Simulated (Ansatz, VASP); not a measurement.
## HfIn4SiO6 in VASP and in Ansatz

INCAR

```
SYSTEM = HfIn4SiO6
PREC = Accurate
ENCUT = 520
EDIFF = 1E-7
ISMEAR = -1
SIGMA = 0.05
LREAL = .False.
LASPH = .True.
NELM = 60
ALGO = Normal
ISIF = 2
LWAVE = .False.
LCHARG = .False.
GGA = PE
NBANDS = 63
KPAR = 4
```

The input KPOINTS:

```
Automatic mesh
0
Gamma
  5 5 4
  0 0 0
```

File POSCAR:

```
HfIn4SiO6
1.0
    3.2727379010     -5.6510789435     -0.0250250373
    3.2727379010      5.6510789435     -0.0250250373
   -1.5102964601      0.0000000000      6.4034713800
Hf In Si O
1 4 1 6
Direct
    0.1017800000      0.1017800000      0.0091200000
    0.7922200000      0.4820400000      0.0081800000
    0.4820400000      0.7922200000      0.0081800000
    0.5447200000      0.2198300000      0.4839800000
    0.2198300000      0.5447200000      0.4839800000
    0.8543300000      0.8543300000      0.4452300000
    0.8350000000      0.5882200000      0.3810400000
    0.5882200000      0.8350000000      0.3810400000
    0.0289900000      0.0289900000      0.2950000000
    0.9792000000      0.9792000000      0.6955500000
    0.4285200000      0.1451400000      0.0743500000
    0.1451400000      0.4285200000      0.0743500000
```

input.yaml

```yaml
crystal:
  lattice:
    - [3.272737901, -5.6510789435, -0.0250250373]
    - [3.272737901, 5.6510789435, -0.0250250373]
    - [-1.5102964601, 0.0, 6.40347138]
  atoms:
    - { symbol: Hf, position: [0.10178, 0.10178, 0.00912] }
    - { symbol: In, position: [0.79222, 0.48204, 0.00818] }
    - { symbol: In, position: [0.48204, 0.79222, 0.00818] }
    - { symbol: In, position: [0.54472, 0.21983, 0.48398] }
    - { symbol: In, position: [0.21983, 0.54472, 0.48398] }
    - { symbol: Si, position: [0.85433, 0.85433, 0.44523] }
    - { symbol: O, position: [0.835, 0.58822, 0.38104] }
    - { symbol: O, position: [0.58822, 0.835, 0.38104] }
    - { symbol: O, position: [0.02899, 0.02899, 0.295] }
    - { symbol: O, position: [0.9792, 0.9792, 0.69555] }
    - { symbol: O, position: [0.42852, 0.14514, 0.07435] }
    - { symbol: O, position: [0.14514, 0.42852, 0.07435] }
hamiltonian:
  xc: pbe
  pseudopotentials: { kind: paw }
kpoints:
  mp_grid: { grid: [5, 5, 4] }
scf:
  occupations: { method: fermi_dirac, width: 0.05 }
output:
  forces: true
  stress: true
  eigenvalues: true
  write_density: true
  write_potential: true
  elf: true
  volumetric_format: npy
```

Change from the starting cell: volume scaled by 1.04.

Alike in both runs: task single point; functional PBE; k mesh 5 × 5 × 4; occupations fermi-dirac, width 0.05 eV; no spin polarisation.

```csv
,VASP,Ansatz
version,VASP 6.6.1,Ansatz 0.2.0
potentials or method,"VASP PAW PBE potentials, release 64 (Hf_pv, In_d, Si, O)",Ansatz PAW
plane-wave cutoff (eV),520,420
valence electrons in the cell,102,118
```

```csv
,VASP,Ansatz,Ansatz less VASP
gap on the k mesh at the Fermi level (eV),0.74,0.75,+0.011
least direct gap on the mesh (eV),0.98,0.99,+0.010
pressure (GPa),-3.4,-3.1,+0.25
largest component of the traceless stress (GPa),0.62,0.49,-0.125
rms of the force components (eV/Å),0.221,0.209,-0.0121
```

Atom by atom the forces differ by 0.051 eV/Å (rms over components). The functional is the same, so the differences come from potentials, cutoffs and numerics. The two sets of potentials don't hold the same shells in valence.

Caveats: spin-orbit coupling is left out, which moves the levels of the heavy elements; an odd mesh through Γ misses points on the zone boundary, where band edges often lie (VASP); odd divisions of the mesh miss points on the zone boundary, where band edges often lie, so the gap on the mesh can be too wide (Ansatz); the pressure holds a Pulay correction of +0.3 GPa for the finite cutoff (Ansatz).
